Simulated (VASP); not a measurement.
OSZICAR of a VASP run on InSb (zinc blende):

File OSZICAR:
```
       N       E                     dE             d eps       ncg     rms          rms(c)
DAV:   1     0.103068989653E+03    0.10307E+03   -0.70288E+03   416   0.112E+03
DAV:   2    -0.127486829356E+01   -0.10434E+03   -0.10232E+03   446   0.293E+02
DAV:   3    -0.816022025327E+01   -0.68854E+01   -0.68534E+01   536   0.823E+01
DAV:   4    -0.834716320277E+01   -0.18694E+00   -0.18687E+00   536   0.167E+01
DAV:   5    -0.835217077409E+01   -0.50076E-02   -0.50075E-02   561   0.211E+00    0.432E+00
DAV:   6    -0.822437071131E+01    0.12780E+00   -0.18387E-01   575   0.751E+00    0.245E+00
DAV:   7    -0.819289407465E+01    0.31477E-01   -0.78969E-02   529   0.293E+00    0.563E-01
DAV:   8    -0.819114624535E+01    0.17478E-02   -0.73750E-03   585   0.119E+00    0.324E-01
DAV:   9    -0.819121607572E+01   -0.69830E-04   -0.49926E-04   481   0.234E-01    0.669E-02
DAV:  10    -0.819122216611E+01   -0.60904E-05   -0.20774E-05   552   0.388E-02    0.339E-02
DAV:  11    -0.819122697764E+01   -0.48115E-05   -0.81865E-06   466   0.389E-02    0.137E-02
DAV:  12    -0.819122688954E+01    0.88105E-07   -0.32625E-07   253   0.864E-03
   1 F= -.81912269E+01 E0= -.81910483E+01  d E =-.819123E+01
       N       E                     dE             d eps       ncg     rms          rms(c)
DAV:   1    -0.823247016137E+01   -0.41243E-01   -0.10061E+00   526   0.202E+01    0.128E+00
DAV:   2    -0.819768978878E+01    0.34780E-01   -0.80670E-02   506   0.671E+00    0.432E-01
DAV:   3    -0.819238269204E+01    0.53071E-02   -0.15888E-02   546   0.261E+00    0.254E-01
DAV:   4    -0.819225878822E+01    0.12390E-03   -0.49817E-04   426   0.215E-01    0.171E-01
DAV:   5    -0.819213806638E+01    0.12072E-03   -0.96715E-05   505   0.974E-02    0.686E-02
DAV:   6    -0.819212722537E+01    0.10841E-04   -0.23598E-05   641   0.512E-02    0.128E-02
DAV:   7    -0.819212710254E+01    0.12283E-06   -0.15264E-06   248   0.248E-02
   2 F= -.81921271E+01 E0= -.81919486E+01  d E =-.900213E-03
       N       E                     dE             d eps       ncg     rms          rms(c)
DAV:   1    -0.819616190148E+01   -0.40347E-02   -0.97804E-02   526   0.646E+00    0.384E-01
DAV:   2    -0.819289967687E+01    0.32622E-02   -0.73252E-03   506   0.198E+00    0.136E-01
DAV:   3    -0.819237611054E+01    0.52357E-03   -0.16214E-03   546   0.836E-01    0.751E-02
DAV:   4    -0.819236561326E+01    0.10497E-04   -0.49070E-05   426   0.710E-02    0.513E-02
DAV:   5    -0.819235357883E+01    0.12034E-04   -0.89256E-06   490   0.275E-02    0.218E-02
DAV:   6    -0.819235233662E+01    0.12422E-05   -0.22469E-06   425   0.164E-02    0.343E-03
DAV:   7    -0.819235233265E+01    0.39731E-08   -0.18895E-07   208   0.831E-03
   3 F= -.81923523E+01 E0= -.81921738E+01  d E =-.112544E-02
```

Task: Which electronic solver shows in the log?

Result: It is blocked Davidson (ALGO = Normal, or the opening steps of other solvers). The INCAR had ALGO = Normal.

Task: Can the final energy be trusted as converged?

Result: Self-consistency was reached. It stopped with EDIFF = 1E-6, NELM = 100, NSW = 60 and EDIFFG = -0.01 after 3 ionic steps (LDA (Ceperley-Alder, Perdew-Zunger), plane waves, VASP's LDA PAW potentials (set 64)).

The compound is InSb in the zinc blende structure. This run relaxes it. Symmetry was kept, so distortions that lower it aren't found.
